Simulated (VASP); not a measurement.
Energy against volume of InSb (zinc blende). Level of theory: vdW-DF-cx, VASP's PBE PAW potentials (set 64) (plane waves; VASP 6.6.1). Numerical set-up: 520 eV cut-off, 10×10×10 Γ-centred mesh, first-order Methfessel-Paxton smearing of 0.10 eV, potentials In_d Sb.

```
V (Å³/atom)  E (eV/atom)
-----------  -----------
32.863          -0.97938
33.912          -0.99384
34.961          -0.99849
36.010          -0.99492
```

Task: Fit these four points and predict the energy of the run at 37.058 Å³/atom.

Result: A cubic in V^(−2/3), the third-order Birch-Murnaghan form, passes through the four points with V0 = 35.00 Å³/atom and B0 = 42 GPa, and gives -0.9845 eV/atom there. The run gave -0.9845 eV/atom, +0.0 meV/atom from the fit; all five points give B0 = 42 GPa.

The compound is InSb in the zinc blende structure. It was relaxed first.
